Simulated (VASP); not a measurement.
Given:

```
CELL_PARAMETERS angstrom
      0.00000     3.49262     3.49262
      3.49262     0.00000     3.49262
      3.49262     3.49262     0.00000
ATOMIC_POSITIONS crystal
  Ba 0.00000 0.00000 0.00000
  Te 0.50000 0.50000 0.50000
```

The numbers are results of vdW-DF-cx, VASP's PBE PAW potentials (set 64) (plane waves; VASP 6.6.1), not measurements. Run with 520 eV cut-off, 7×7×7 Γ-centred mesh, tetrahedra with Blöchl corrections, potentials Ba_sv Te.

What does the run give for the energy per atom (σ→0)?

```
Property                        Value
---------------------  --------------
energy per atom (σ→0)  -2.419 eV/atom
```

The absolute energy has meaning only against runs of the same code, potentials and settings.

The compound is BaTe in the rock salt structure. It was relaxed first.
